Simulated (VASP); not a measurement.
# Ti2RuC3 (I4/mmm) in VASP: relaxation of cell and atoms with PBE

Aim: the relaxation of cell and atoms of Ti2RuC3 with PBE.

Program: VASP 6.6.1. These are calculated values, not measurements. Logs are shortened: lines on timing, memory, paths and dates and some standing lists are left out, and cuts for length are marked.

## (1) The crystal as given

The structure is tetragonal, space group I4/mmm (No. 139). The conventional cell has a = 3.056 Å, b = 3.056 Å, c = 12.876 Å, α = 90.00°, β = 90.00°, γ = 90.00°. Ti (site symmetry 4mm) has 6 C at 2.13 to 2.16 Å as nearest neighbours. Ru (site symmetry 4/mmm) is surrounded by 6 C at 2.15 to 2.16 Å. C (site symmetry 4mm) has 5 Ti at 2.13 to 2.16 Å and 1 Ru at 2.15 Å as nearest neighbours. C (site symmetry 4/mmm) has 2 Ti at 2.16 Å and 4 Ru at 2.16 Å as nearest neighbours.

The cell was built by a generator and needn't be a form met in nature.

## (2) Relaxation of cell and atoms, PBE

INCAR reads:

```
PREC = Accurate
ENCUT = 520
EDIFF = 1E-6
ISMEAR = 0
SIGMA = 0.1
LREAL = False
LASPH = True
NELM = 120
ALGO = Normal
ISIF = 3
LWAVE = False
LCHARG = False
GGA = PE
IBRION = 2
NSW = 90
EDIFFG = -0.01
KPAR = 4
```

KPOINTS reads:

```
Automatic mesh
0
Gamma
  14 14 14
```

POSCAR reads:

```
Ti2RuC3
1.0
   -1.5280000000      1.5280000000      6.4380000000
    1.5280000000     -1.5280000000      6.4380000000
    1.5280000000      1.5280000000     -6.4380000000
Ti Ru C
2 1 3
Direct
    0.6675209700      0.6675209700      0.0000000000
    0.3324790300      0.3324790300      0.0000000000
    0.0000000000      0.0000000000      0.0000000000
    0.8331003400      0.8331003400      0.0000000000
    0.1668996600      0.1668996600      0.0000000000
    0.5000000000      0.5000000000      0.0000000000
```

Potentials or basis: VASP PAW PBE potentials, release 64 (Ti_sv, Ru_pv, C).

Run with:

```
cat potpaw_PBE.64/Ti_sv/POTCAR potpaw_PBE.64/Ru_pv/POTCAR potpaw_PBE.64/C/POTCAR > POTCAR
mpirun -np 4 vasp_std > vasp.out
```

OUTCAR:

```text
PREC = Accurate
   ENCUT = 520
   EDIFF = 1E-6
   ISMEAR = 0
   LREAL = False
   LASPH = True
   NELM = 120
   ISIF = 3
   GGA = PE
   IBRION = 2
   NSW = 90
   EDIFFG = -0.01

 ion  position               nearest neighbor table
   1  0.668  0.668  0.000-   4 2.13   6 2.16   5 2.16   5 2.16   5 2.16   5 2.16   3 3.05   3 3.05
                             3 3.05   3 3.05
   2  0.332  0.332  0.000-   5 2.13   6 2.16   4 2.16   4 2.16   4 2.16   4 2.16   3 3.05   3 3.05
                             3 3.05   3 3.05
   3  0.000  0.000  0.000-   4 2.15   5 2.15   6 2.16   6 2.16   6 2.16   6 2.16   1 3.05   1 3.05
                             2 3.05   2 3.05   2 3.05   1 3.05   2 3.05   1 3.05
   4  0.833  0.833  0.000-   1 2.13   3 2.15   2 2.16   2 2.16   2 2.16   2 2.16
   5  0.167  0.167  0.000-   2 2.13   3 2.15   1 2.16   1 2.16   1 2.16   1 2.16
   6  0.500  0.500  0.000-   1 2.16   2 2.16   3 2.16   3 2.16   3 2.16   3 2.16

  LATTYP: Found a body centered tetragonal cell.
 ALAT       =     3.0560000000
 C/A-ratio  =     4.2133507853

  Lattice vectors:

 A1 = (  -1.5280000000,   1.5280000000,   6.4380000000)
 A2 = (   1.5280000000,  -1.5280000000,   6.4380000000)
 A3 = (   1.5280000000,   1.5280000000,  -6.4380000000)

Analysis of symmetry for initial positions (statically):
=====================================================================
 Subroutine PRICEL returns:
 Original cell was already a primitive cell.

 Routine SETGRP: Setting up the symmetry group for a
 body centered tetragonal supercell.

 Subroutine GETGRP returns: Found 16 space group operations
 (whereof 16 operations were pure point group operations)
 out of a pool of 16 trial point group operations.

The static configuration has the point symmetry D_4h.

Analysis of symmetry for dynamics (positions and initial velocities):
=====================================================================
 Subroutine PRICEL returns:
 Original cell was already a primitive cell.

 Routine SETGRP: Setting up the symmetry group for a
 body centered tetragonal supercell.

 Subroutine GETGRP returns: Found 16 space group operations
 (whereof 16 operations were pure point group operations)
 out of a pool of 16 trial point group operations.

The dynamic configuration has the point symmetry D_4h.

 Subroutine INISYM returns: Found 16 space group operations
 (whereof 16 operations are pure point group operations),
 and found     1 'primitive' translations

----------------------------------------------------------------------------------------

                                     Primitive cell

  volume of cell :      60.1254

  direct lattice vectors                    reciprocal lattice vectors
    -1.528000000  1.528000000  6.438000000     0.000000000  0.327225131  0.077663871
     1.528000000 -1.528000000  6.438000000     0.327225131  0.000000000  0.077663871
     1.528000000  1.528000000 -6.438000000     0.327225131  0.327225131  0.000000000

  length of vectors
     6.790980194  6.790980194  6.790980194     0.336315273  0.336315273  0.462766218

  position of ions in fractional coordinates (direct lattice)
     0.667520970  0.667520970  0.000000000
     0.332479030  0.332479030  0.000000000
     0.000000000  0.000000000  0.000000000
     0.833100340  0.833100340  0.000000000
     0.166899660  0.166899660  0.000000000
     0.500000000  0.500000000  0.000000000

  ion indices of the primitive-cell ions
   primitive index   ion index
                 1           1
                 2           2
                 3           3
                 4           4
                 5           5
                 6           6

----------------------------------------------------------------------------------------

 KPOINTS: Automatic mesh

Automatic generation of k-mesh.
 Grid dimensions read from file:
 generate k-points for:   14   14   14

 Generating k-lattice:

  Cartesian coordinates                     Fractional coordinates (reciprocal lattice)
     0.000000000  0.023373224  0.005547419     0.071428571  0.000000000 -0.000000000
     0.023373224  0.000000000  0.005547419     0.000000000  0.071428571 -0.000000000
     0.023373224  0.023373224  0.000000000     0.000000000  0.000000000  0.071428571

  Length of vectors
     0.024022520  0.024022520  0.033054730

  Shift w.r.t. Gamma in fractional coordinates (k-lattice)
     0.000000000  0.000000000  0.000000000

 Subroutine IBZKPT returns following result:
 ===========================================

 Found    244 irreducible k-points:

 Following reciprocal coordinates:
            Coordinates               Weight
  0.000000  0.000000  0.000000      1.000000
  0.071429 -0.000000  0.000000      8.000000
  0.142857 -0.000000  0.000000      8.000000
  0.214286 -0.000000  0.000000      8.000000
  0.285714 -0.000000  0.000000      8.000000
  0.357143 -0.000000  0.000000      8.000000
[... 16 lines left out ...]
  0.214286  0.142857  0.000000     16.000000
  0.285714  0.142857  0.000000     16.000000
 [... further k-points ...]
   k-points           NKPTS =    244   k-points in BZ     NKDIM =    244   number of bands    NBANDS=     30
   number of dos      NEDOS =    301   number of ions     NIONS =      6
   total plane-waves  NPLWV = 157464
   dimension x,y,z NGX =    54 NGY =   54 NGZ =   54
   dimension x,y,z NGXF=   108 NGYF=  108 NGZF=  108
   ions per type =               2   1   3
   NGX,Y,Z   is equivalent  to a cutoff of  13.22, 13.22, 13.22 a.u.
   NGXF,Y,Z  is equivalent  to a cutoff of  26.44, 26.44, 26.44 a.u.
 SYSTEM =  unknown system
   PREC   = accura    normal or accurate (medium, high low for compatibility)
   ISTART =      0    job   : 0-new  1-cont  2-samecut
   ICHARG =      2    charge: 1-file 2-atom 10-const
   ISPIN  =      1    spin polarized calculation?
   LNONCOLLINEAR =      F non collinear calculations
   LSORBIT =      F    spin-orbit coupling
   LASPH  =      T    aspherical Exc in radial PAW
   ENCUT  =  520.0 eV  38.22 Ry    6.18 a.u.  12.63 12.63 12.63*2*pi/ulx,y,z
   NELM   =    120;   NELMIN=  2; NELMDL= -5     # of ELM steps
   EDIFF  = 0.1E-05   stopping-criterion for ELM
   LREAL  =      F    real-space projection
   EDIFFG = -.1E-01   stopping-criterion for IOM
   NSW    =     90    number of steps for IOM
   IBRION =      2    ionic relax: 0-MD 1-quasi-New 2-CG
   NFREE  =      1    steps in history (QN), initial steepest desc. (CG)
   ISIF   =      3    stress and relaxation
   ISYM   =      2    0-nonsym 1-usesym 2-fastsym
   POTIM  = 0.5000    time-step for ionic-motion
   TEBEG  =    0.0;   TEEND  =   0.0 temperature during run
   PSTRESS=    0.0 pullay stress
   NELECT =      50.0000    total number of electrons
   NUPDOWN=      -1.0000    fix difference up-down
   EMIN   =  10.00;   EMAX   =-10.00  energy-range for DOS
   EFERMI =   0.00;   METHOD = LEGACY
   ISMEAR =     0;   SIGMA  =   0.10  broadening in eV -4-tet -1-fermi 0-gaus
   EFERMI_NEDOS =   21; number of points for ismear=-14 and -15
   IALGO  =     38    algorithm
   IMIX   =      4    mixing-type and parameters
     AMIX     =   0.40;   BMIX     =  1.00
     AMIX_MAG =   1.60;   BMIX_MAG =  1.00
  volume/ion in A,a.u.               =      10.02        67.62
  Fermi-wavevector in a.u.,A,eV,Ry     =   1.539497  2.909228 32.246516  2.370052
  Thomas-Fermi vector in A             =   2.645717
   LORBIT       =      0    0 simple, 1 ext, 2 COOP (PROOUT), +10 PAW based schemes
   GGA     = PE    functional components
   LHFCALC =     F    Hartree Fock is set to
   AEXX    =    0.0000 exact exchange contribution
   IVDW    =     0    specifies the selected vdW correction
   LEPSILON=     F    determine dielectric tensor
   LRPA    =     F    only Hartree local field effects (RPA)
 conjugate gradient relaxation of ions
 non-spin polarized calculation
 Gauss-broadening in eV      SIGMA  =   0.10
  energy-cutoff  :      520.00
  volume of cell :       60.13
 maximum number of plane-waves:      1636
 NGX is ok and might be reduce to    54
   NGX = 25   NGY = 25   NGZ = 25

--------------------------------------- Ionic step        1  -------------------------------------------

 number of electron      50.0000001 magnetization

 Free energy of the ion-electron system (eV)
  ---------------------------------------------------
  ext. energy  EPLUGINS =         0.00000000
  ---------------------------------------------------
  free energy    TOTEN  =       -54.08918195 eV

  energy without entropy =      -54.07575194  energy(sigma->0) =      -54.08246695

------------------------ aborting loop because EDIFF is reached ----------------------------------------

  FORCE on cell =-STRESS in cart. coord.  units (eV):
  Direction    XX          YY          ZZ          XY          YZ          ZX
  --------------------------------------------------------------------------------------
  -------------------------------------------------------------------------------------
  Total        0.0393340      0.0393340      0.2866107      0.0000000      0.0000000      0.0000000
  in kB        1.0481432      1.0481432      7.6373973      0.0000000      0.0000000      0.0000000
  external PRESSURE =       3.2445612 kB  Pullay stress =       0.0000000 kB
[... 145 lines left out ...]
  energy  without entropy=      -54.0761801827  energy(sigma->0) =      -54.08287236

--------------------------------------- Ionic step        5  -------------------------------------------

 number of electron      50.0000001 magnetization

 Free energy of the ion-electron system (eV)
  ---------------------------------------------------
  ext. energy  EPLUGINS =         0.00000000
  ---------------------------------------------------
  free energy    TOTEN  =       -54.08959030 eV

  energy without entropy =      -54.07618250  energy(sigma->0) =      -54.08288640

 E-fermi :  10.4478     XC(G=0): -13.0711

 val. band max:       10.4440041773   @ k =  -0.4286  -0.4286   0.2143
 cond. band min:      10.4483530765   @ k =  -0.1429  -0.2143   0.0714
 fundamental gap:      0.0043488992
 Fermi energy:        10.4477915390

 k-point     1 :       0.0000    0.0000    0.0000
  band No.  band energies     occupation
      1     -46.3352      2.00000
      2     -46.2799      2.00000
      3     -33.0222      2.00000
      4     -32.8768      2.00000
      5     -32.8768      2.00000
      6     -22.8100      2.00000
[... 781 lines left out ...]
     29      12.9118      0.00000
     30      13.0721      0.00000

 [... further k-points ...]

------------------------ aborting loop because EDIFF is reached ----------------------------------------

  FORCE on cell =-STRESS in cart. coord.  units (eV):
  Direction    XX          YY          ZZ          XY          YZ          ZX
  --------------------------------------------------------------------------------------
  -------------------------------------------------------------------------------------
  Total        0.0197993      0.0197993     -0.0132199      0.0000000      0.0000000      0.0000000
  in kB        0.5268991      0.5268991     -0.3518066      0.0000000      0.0000000      0.0000000
  external PRESSURE =       0.2339972 kB  Pullay stress =       0.0000000 kB
[... 21 lines left out ...]
  FREE ENERGIE OF THE ION-ELECTRON SYSTEM (eV)
  ---------------------------------------------------
  free  energy   TOTEN  =       -54.0895902953 eV

  energy  without entropy=      -54.0761825010  energy(sigma->0) =      -54.08288640

 reached required accuracy - stopping structural energy minimisation
```

Wall time 18 min (4 MPI ranks of AMD EPYC 9R45 (Zen 5), shared host); peak memory 0.74 GiB.

What came out:

```
Free energy                            : -54.0896 eV
Relaxed volume                         : 10.03 Å³/atom
Relaxed cell                           : a = 6.801 Å, b = 6.801 Å, c = 6.801 Å, α = 154.04°, β = 154.04°, γ = 37.05°
Space group after relaxing (to 0.05 Å) : I4/mmm (No. 139)
Energy gained by relaxing              : 0.1 meV/atom
Ionic steps                            : 5
Pressure after relaxing                : 0.0 GPa
Largest force after relaxing           : 0.003 eV/Å
Band gap on the k mesh                 : none (metal or under the smearing width)
```

Forces in eV/Å, atoms in the order of the input:
```
Ti   0.000  0.000 -0.001
Ti   0.000  0.000  0.001
Ru   0.000  0.000  0.000
C    0.000  0.000  0.003
C    0.000  0.000 -0.003
C    0.000  0.000  0.000
```

Stress tensor (GPa, compression positive):
```
 0.05  0.00  0.00
 0.00  0.05  0.00
 0.00  0.00 -0.04
```

The path:
| step | energy change (eV) | largest force (eV/Å) | pressure (GPa) | volume (Å³) |
| --- | --- | --- | --- | --- |
| 1 | 0.0000 | 0.0479 | 0.32 | 60.13 |
| 2 | -0.0003 | 0.0044 | -0.41 | 60.30 |
| 3 | -0.0004 | 0.0185 | -0.20 | 60.24 |
| 4 | -0.0004 | 0.0092 | 0.10 | 60.18 |
| 5 | -0.0004 | 0.0033 | 0.02 | 60.21 |

Final structure:
```
Ti Ru C
1.0
    -1.52777    1.52777    6.44845
     1.52777   -1.52777    6.44845
     1.52777    1.52777   -6.44845
Ti Ru C
2 1 3
Direct
  0.66765 0.66765 0.00000
  0.33235 0.33235 0.00000
  0.00000 0.00000 0.00000
  0.83328 0.83328 0.00000
  0.16672 0.16672 0.00000
  0.50000 0.50000 0.00000
```
